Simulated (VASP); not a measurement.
A convergence study with VASP on GdN (rock salt): one setting is varied, all else stays as given below, so the limit is that of these other settings.

```
CELL_PARAMETERS angstrom
      0.00000     2.49000     2.49000
      2.49000     0.00000     2.49000
      2.49000     2.49000     0.00000
ATOMIC_POSITIONS crystal
  Gd 0.00000 0.00000 0.00000
  N  0.50000 0.50000 0.50000
```

These are PBE GGA, VASP's PBE PAW potentials (set 64) (plane waves; VASP) values and carry that method's errors. The tightest run used: 700 eV cut-off, 18×18×18 Γ-centred mesh, Gaussian smearing of 0.050 eV, potentials Gd_3 N.

The 4f electrons are frozen in the core of the lanthanide potential, so 4f levels, which can set the real gap, and their magnetism are missing.

Question: The settings run are 2×2×2 mesh; 3×3×3 mesh; 4×4×4 mesh; 5×5×5 mesh; 6×6×6 mesh; 7×7×7 mesh; 8×8×8 mesh; 9×9×9 mesh; 10×10×10 mesh; 11×11×11 mesh; 12×12×12 mesh; 13×13×13 mesh; 14×14×14 mesh; 15×15×15 mesh; 16×16×16 mesh; 17×17×17 mesh; 18×18×18 mesh. From which on does the stress (every component) stay within 0.1 GPa of the tightest run?

Answer: From 8×8×8 mesh on: it is off by 0.05 there and by no more than 0.1 in any finer run, while 7×7×7 mesh is off by 0.15.
```tsv
setting	E (eV/atom)	pressure (GPa)	irreducible k-points	difference judged (GPa)
2×2×2 mesh	-7.5779	0.74	3	0.79
3×3×3 mesh	-7.9667	2.22	4	2.27
4×4×4 mesh	-8.0515	0.26	8	0.31
5×5×5 mesh	-8.0708	0.43	10	0.47
6×6×6 mesh	-8.0791	0.07	16	0.11
7×7×7 mesh	-8.0818	0.10	20	0.15
8×8×8 mesh	-8.0835	0.00	29	0.05
9×9×9 mesh	-8.0841	0.01	35	0.05
10×10×10 mesh	-8.0846	-0.02	47	0.02
11×11×11 mesh	-8.0848	-0.03	56	0.02
12×12×12 mesh	-8.0850	0.02	72	0.07
13×13×13 mesh	-8.0851	-0.03	84	0.02
14×14×14 mesh	-8.0852	-0.04	104	0.01
15×15×15 mesh	-8.0852	-0.05	120	0.00
16×16×16 mesh	-8.0852	-0.04	145	0.00
17×17×17 mesh	-8.0852	-0.02	165	0.03
18×18×18 mesh	-8.0852	-0.05	195	0.00
```

Left out are rungs that failed or repeat a setting and relaxations that didn't move; long series are thinned to 24 rows.

The compound is GdN in the rock salt structure. The cell was not relaxed at this level.
